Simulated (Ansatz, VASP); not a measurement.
**Two plane-wave programs on Ga16AsN15 (a cell with a defect)**

File INCAR:

```
ALGO = Fast
EDIFF = 1E-8
ENCUT = 520
GGA = PE
ISIF = 2
ISMEAR = -1
LASPH = T
LCHARG = F
LEFG = T
LREAL = Auto
LWAVE = F
NBANDS = 166
NELM = 100
PREC = Accurate
SIGMA = 0.01
```

Contents of KPOINTS:

```
k-points
0
Gamma
  4 4 2
```

File POSCAR:

```
Ga16AsN15
1.0
    6.3600000000      0.0000000000      0.0000000000
   -3.1800000000      5.5079215680      0.0000000000
    0.0000000000      0.0000000000     10.3320000000
Ga As N
16 1 15
Direct
    0.1666666666      0.3333333334      0.0000000000
    0.1666666666      0.3333333334      0.5000000000
    0.1666666666      0.8333333334      0.0000000000
    0.1666666666      0.8333333334      0.5000000000
    0.6666666666      0.3333333334      0.0000000000
    0.6666666666      0.3333333334      0.5000000000
    0.6666666666      0.8333333334      0.0000000000
    0.6666666666      0.8333333334      0.5000000000
    0.3333333334      0.1666666666      0.2500000000
    0.3333333334      0.1666666666      0.7500000000
    0.3333333334      0.6666666666      0.2500000000
    0.3333333334      0.6666666666      0.7500000000
    0.8333333334      0.1666666666      0.2500000000
    0.8333333334      0.1666666666      0.7500000000
    0.8333333334      0.6666666666      0.2500000000
    0.8333333334      0.6666666666      0.7500000000
    0.1666666666      0.3333333334      0.1875000000
    0.1666666666      0.3333333334      0.6875000000
    0.1666666666      0.8333333334      0.1875000000
    0.1666666666      0.8333333334      0.6875000000
    0.6666666666      0.3333333334      0.1875000000
    0.6666666666      0.3333333334      0.6875000000
    0.6666666666      0.8333333334      0.1875000000
    0.6666666666      0.8333333334      0.6875000000
    0.3333333334      0.1666666666      0.4375000000
    0.3333333334      0.1666666666      0.9375000000
    0.3333333334      0.6666666666      0.4375000000
    0.3333333334      0.6666666666      0.9375000000
    0.8333333334      0.1666666666      0.4375000000
    0.8333333334      0.1666666666      0.9375000000
    0.8333333334      0.6666666666      0.4375000000
    0.8333333334      0.6666666666      0.9375000000
```

Input for Ansatz:

```yaml
crystal:
  lattice:
    - [6.36, 0.0, 0.0]
    - [-3.18, 5.507921568, 0.0]
    - [0.0, 0.0, 10.332]
  atoms:
    - { symbol: Ga, position: [0.1666666666, 0.3333333334, 0.0] }
    - { symbol: Ga, position: [0.1666666666, 0.3333333334, 0.5] }
    - { symbol: Ga, position: [0.1666666666, 0.8333333334, 0.0] }
    - { symbol: Ga, position: [0.1666666666, 0.8333333334, 0.5] }
    - { symbol: Ga, position: [0.6666666666, 0.3333333334, 0.0] }
    - { symbol: Ga, position: [0.6666666666, 0.3333333334, 0.5] }
    - { symbol: Ga, position: [0.6666666666, 0.8333333334, 0.0] }
    - { symbol: Ga, position: [0.6666666666, 0.8333333334, 0.5] }
    - { symbol: Ga, position: [0.3333333334, 0.1666666666, 0.25] }
    - { symbol: Ga, position: [0.3333333334, 0.1666666666, 0.75] }
    - { symbol: Ga, position: [0.3333333334, 0.6666666666, 0.25] }
    - { symbol: Ga, position: [0.3333333334, 0.6666666666, 0.75] }
    - { symbol: Ga, position: [0.8333333334, 0.1666666666, 0.25] }
    - { symbol: Ga, position: [0.8333333334, 0.1666666666, 0.75] }
    - { symbol: Ga, position: [0.8333333334, 0.6666666666, 0.25] }
    - { symbol: Ga, position: [0.8333333334, 0.6666666666, 0.75] }
    - { symbol: As, position: [0.1666666666, 0.3333333334, 0.1875] }
    - { symbol: "N", position: [0.1666666666, 0.3333333334, 0.6875] }
    - { symbol: "N", position: [0.1666666666, 0.8333333334, 0.1875] }
    - { symbol: "N", position: [0.1666666666, 0.8333333334, 0.6875] }
    - { symbol: "N", position: [0.6666666666, 0.3333333334, 0.1875] }
    - { symbol: "N", position: [0.6666666666, 0.3333333334, 0.6875] }
    - { symbol: "N", position: [0.6666666666, 0.8333333334, 0.1875] }
    - { symbol: "N", position: [0.6666666666, 0.8333333334, 0.6875] }
    - { symbol: "N", position: [0.3333333334, 0.1666666666, 0.4375] }
    - { symbol: "N", position: [0.3333333334, 0.1666666666, 0.9375] }
    - { symbol: "N", position: [0.3333333334, 0.6666666666, 0.4375] }
    - { symbol: "N", position: [0.3333333334, 0.6666666666, 0.9375] }
    - { symbol: "N", position: [0.8333333334, 0.1666666666, 0.4375] }
    - { symbol: "N", position: [0.8333333334, 0.1666666666, 0.9375] }
    - { symbol: "N", position: [0.8333333334, 0.6666666666, 0.4375] }
    - { symbol: "N", position: [0.8333333334, 0.6666666666, 0.9375] }
kpoints:
  mp_grid: { grid: [4, 4, 2] }
scf:
  occupations: { method: fermi_dirac, width: 0.01 }
hamiltonian:
  xc: pbe
  pseudopotentials: { kind: paw }
output:
  forces: true
  stress: true
  populations: true
  efg:
    quadrupole_moments_barn: { Ga: 0.107, As: 0.311, "N": 0.02044 }
    contact_densities: true
```

Alike in both runs: task electric field gradients; functional PBE; k mesh 4 × 4 × 2; occupations fermi-dirac, width 0.01 eV; no spin polarisation.

|  | VASP | Ansatz |
| --- | --- | --- |
| version | VASP 6.6.1 | Ansatz 0.2.0 |
| potentials or method | VASP PAW PBE potentials, release 64 (Ga_d, As, N) | plane-wave PAW, scalar-relativistic |
| plane-wave cutoff (eV) | 520 | 420 |
| valence electrons in the cell | 288 | 298 |

Ansatz gave:

| Property | Result |
| --- | --- |
| gap on the k mesh at the Fermi level (eV) | 1.94 |
| pressure (GPa) | 21.0 |
| largest component of the traceless stress (GPa) | 1.94 |
| rms of the force components (eV/Å) | 2.013 |
| Vzz of the field gradient on the site that differs most (V/Å²) | -90.1 |

Q: Estimate VASP's values.

A: gap on the k mesh at the Fermi level (eV): 1.95; pressure (GPa): 21.2; largest component of the traceless stress (GPa): 1.96; rms of the force components (eV/Å): 2.040; Vzz of the field gradient on the site that differs most (V/Å²): -111.1.

Atom by atom the forces differ by 0.027 eV/Å (rms over components). The two sets of potentials don't hold the same shells in valence.

Caveats: so large a pressure means that the cell lies far from this level's equilibrium, or that cutoff or potentials fall short (VASP).
